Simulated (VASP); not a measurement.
A convergence study with VASP on CdS (zinc blende): a few settings are varied, all else stays as given below, so the limit is that of these other settings. The cell's lengths are 1 % over those of the tabulated start and one atom is moved, so it is off equilibrium.

```yaml
crystal:
  lattice:
    - [0.00000, 2.93910, 2.93910]
    - [2.93910, 0.00000, 2.93910]
    - [2.93910, 2.93910, 0.00000]
  atoms:
    - { symbol: Cd, position: [0.00000, 0.00000, 0.00000] }
    - { symbol: S, position: [0.23969, 0.26031, 0.26031] }
```

The numbers are results of PBEsol GGA, VASP's PBE PAW potentials (set 64) (plane waves; VASP), not measurements. The last row used: LREAL = Auto, 600 eV cut-off, 7×7×7 Γ-centred mesh, Gaussian smearing of 0.050 eV, potentials Cd S.

Gaps are read on the run's mesh, which can miss a band edge.

| setting | E (eV/atom) | pressure (GPa) | gap on the mesh (eV) | plane waves |
|---|---|---|---|---|
| ENCUT = 300, LREAL = .FALSE., PREC = Normal | -3.3983 | -1.28 | 0.940 | 612 |
| ENCUT = 400, LREAL = .FALSE., PREC = Normal | … | … | 0.945 | 941 |
| ENCUT = 500, LREAL = .FALSE., PREC = Normal | -3.4002 | -1.16 | 0.946 | 1308 |
| ENCUT = 600, LREAL = .FALSE., PREC = Normal | -3.4003 | -1.19 | 0.947 | 1720 |
| ENCUT = 500, LREAL = .FALSE., PREC = Accurate | -3.4002 | -1.16 | 0.946 | 1308 |
| ENCUT = 600, LREAL = .FALSE., PREC = Accurate | -3.4003 | -1.19 | 0.947 | 1720 |
| ENCUT = 300, LREAL = Auto, PREC = Normal | -3.3990 | -1.26 | 0.939 | 612 |
| ENCUT = 400, LREAL = Auto, PREC = Normal | … | … | 0.945 | 941 |
| ENCUT = 500, LREAL = Auto, PREC = Normal | -3.4006 | -1.10 | 0.946 | 1308 |
| ENCUT = 600, LREAL = Auto, PREC = Normal | -3.4008 | -1.21 | 0.946 | 1720 |
| ENCUT = 300, LREAL = Auto, PREC = Accurate | -3.3991 | -1.29 | 0.940 | 612 |
| ENCUT = 400, LREAL = Auto, PREC = Accurate | -3.4002 | -1.54 | 0.945 | 941 |
| ENCUT = 500, LREAL = Auto, PREC = Accurate | -3.4007 | -1.15 | 0.946 | 1308 |
| ENCUT = 600, LREAL = Auto, PREC = Accurate | -3.4006 | -1.15 | 0.947 | 1720 |

**Question.** What belongs in the gaps?

**Answer.** 
- ENCUT = 400, LREAL = .FALSE., PREC = Normal, E (eV/atom): -3.3996
- ENCUT = 400, LREAL = .FALSE., PREC = Normal, pressure (GPa): -1.52
- ENCUT = 400, LREAL = Auto, PREC = Normal, E (eV/atom): -3.3995
- ENCUT = 400, LREAL = Auto, PREC = Normal, pressure (GPa): -1.40

Left out are rungs that failed or repeat a setting and relaxations that didn't move; long series are thinned to 24 rows.

The compound is CdS in the zinc blende structure, a metastable form; wurtzite is the usual one. The cell was not relaxed at this level, it is distorted from the ideal structure.
